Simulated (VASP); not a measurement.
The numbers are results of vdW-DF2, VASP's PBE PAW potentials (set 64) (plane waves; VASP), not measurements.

A VASP calculation is set up with these files.

File POSCAR:
```
NaF
1.0
  0.0000000000   2.3343245444   2.3343245444
  2.3343245444   0.0000000000   2.3343245444
  2.3343245444   2.3343245444   0.0000000000
Na F
1 1
Cartesian
  4.6686490888   4.6686490888   4.6686490888
  2.3343245444   2.3343245444   2.3343245444
```

### KPOINTS
```
Automatic mesh
0
Gamma
9 9 9
0 0 0
```

### INCAR
```
SYSTEM = NaF
PREC = Accurate; ENCUT = 520; LREAL = .False.
LASPH = .True.
EDIFF = 1E-6; NELM = 100; ALGO = Normal
ISMEAR = 0; SIGMA = 0.05
GGA = ML; LUSE_VDW = .True.; AGGAC = 0.0
ZAB_VDW = -1.8867
IBRION = 2; NSW = 60; ISIF = 3
EDIFFG = -0.01
LWAVE = .False.; LCHARG = .False.
```

POTCAR, in this order: Na_pv F (PBE.64 set). Program: vasp_std.

Question: What does the run give for the energy per atom (σ→0), band gap (on the k-mesh)?

Answer: 
```
Quantity                          Result
------------------------  --------------
energy per atom (σ→0)     -2.621 eV/atom
band gap (on the k-mesh)         6.08 eV
```

File OSZICAR:
```
...
DAV:   6    -0.529823128223E+01    0.11423E+01   -0.51156E+00   884   0.209E+01    0.187E+00
DAV:   7    -0.526930426648E+01    0.28927E-01   -0.51089E-02   773   0.287E+00    0.994E-01
DAV:   8    -0.524195577815E+01    0.27348E-01   -0.41935E-02   770   0.444E+00    0.111E-01
DAV:   9    -0.524218063707E+01   -0.22486E-03   -0.11773E-03   866   0.650E-01    0.539E-02
DAV:  10    -0.524205077281E+01    0.12986E-03   -0.27026E-04   773   0.304E-01    0.258E-03
DAV:  11    -0.524205177654E+01   -0.10037E-05   -0.13299E-05   905   0.442E-02    0.131E-03
DAV:  12    -0.524205170602E+01    0.70514E-07   -0.18894E-07   469   0.725E-03
   1 F= -.52420517E+01 E0= -.52420517E+01  d E =-.524205E+01
```

The compound is NaF in the rock salt structure. It was relaxed first. The start is the result of an earlier pass.
